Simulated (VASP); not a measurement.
Method: PBE GGA, VASP's PBE PAW potentials (set 64) (plane waves; VASP).

A VASP calculation is set up with these files.

### KPOINTS
```
Regular mesh
0
G
11 11 2
0 0 0
```

POSCAR:
```
AlV2C
1
    2.8916430000     0.0000000000     0.0000000000
   -1.4458210000     2.5042360000     0.0000000000
    0.0000000000     0.0000000000    13.1231670000
Al V C
2 4 2
Direct
  0.3333330000   0.6666670000   0.2500000000
  0.6666670000   0.3333330000   0.7500000000
  0.3333330000   0.6666670000   0.5863800000
  0.6666670000   0.3333330000   0.4136200000
  0.6666670000   0.3333330000   0.0863800000
  0.3333330000   0.6666670000   0.9136200000
  0.0000000000   0.0000000000   0.0000000000
  0.0000000000   0.0000000000   0.5000000000
```

File KPOINTS_OPT:
```
k-points along high-symmetry lines
6
Line-mode
Reciprocal
  0.000000   0.000000   0.000000 ! GAMMA
  0.500000   0.000000   0.000000 ! M

  0.500000   0.000000   0.000000 ! M
  0.333333   0.333333   0.000000 ! K

  0.333333   0.333333   0.000000 ! K
  0.000000   0.000000   0.000000 ! GAMMA

  0.000000   0.000000   0.000000 ! GAMMA
  0.000000   0.000000   0.500000 ! A

  0.000000   0.000000   0.500000 ! A
  0.500000   0.000000   0.500000 ! L

  0.500000   0.000000   0.500000 ! L
  0.333333   0.333333   0.500000 ! H

  0.333333   0.333333   0.500000 ! H
  0.000000   0.000000   0.500000 ! A

  0.500000   0.000000   0.500000 ! L
  0.500000   0.000000   0.000000 ! M

  0.333333   0.333333   0.500000 ! H
  0.333333   0.333333   0.000000 ! K
```

INCAR:
```
# general
SYSTEM   =  AlV2C
PREC     =  Accurate
ENCUT    =  400   # plane-wave cut-off (eV)
LREAL    =  .FALSE.
LASPH    =  .TRUE.
NBANDS   =  39

# electronic loop
EDIFF    =  1E-6   # SCF stop (eV)
NELM     =  100   # most electronic steps
ALGO     =  Normal
LMAXMIX  =  4

# smearing
ISMEAR   =  0   # Gaussian
SIGMA    =  0.2

# functional
GGA      =  PE   # PBE

# ions
ISIF     =  2

# output
LWAVE    =  .FALSE.
LCHARG   =  .FALSE.
```

POTCAR, in this order: Al V_sv C (PBE.64 set). Program: vasp_std.

Question: Predict the energy per atom (σ→0), largest force, band gap (over mesh and band path).

Answer: 
```json
{
  "energy per atom (σ→0)": "-8.264 eV/atom",
  "band gap (over mesh and band path)": "none (metal, semimetal or under 0.01 eV)",
  "largest_force": "0.211 eV/Å"
}
```

File OSZICAR:
```
...
DAV:  10    -0.661549507968E+02    0.32039E-02   -0.41621E-02  3212   0.136E+00    0.210E-01
DAV:  11    -0.661548515852E+02    0.99212E-04   -0.12047E-03  3378   0.221E-01    0.428E-02
DAV:  12    -0.661548415142E+02    0.10071E-04   -0.15135E-04  3319   0.701E-02    0.125E-02
DAV:  13    -0.661548359544E+02    0.55598E-05   -0.23430E-05  2528   0.225E-02    0.371E-03
DAV:  14    -0.661548356584E+02    0.29602E-06   -0.18275E-06  2300   0.844E-03
   1 F= -.66154836E+02 E0= -.66113321E+02  d E =-.830299E-01
       N       E                     dE             ncg
       N       E                     dE             ncg
```

The structure comes from a computed database's AlV2C entry; how it stands against other phases isn't given here. The cell was not relaxed at this level. The run is one of a series of settings (NBANDS = 39 against the base run), some of them coarse on purpose. The run is not spin-polarised, so no magnetic state was tried.
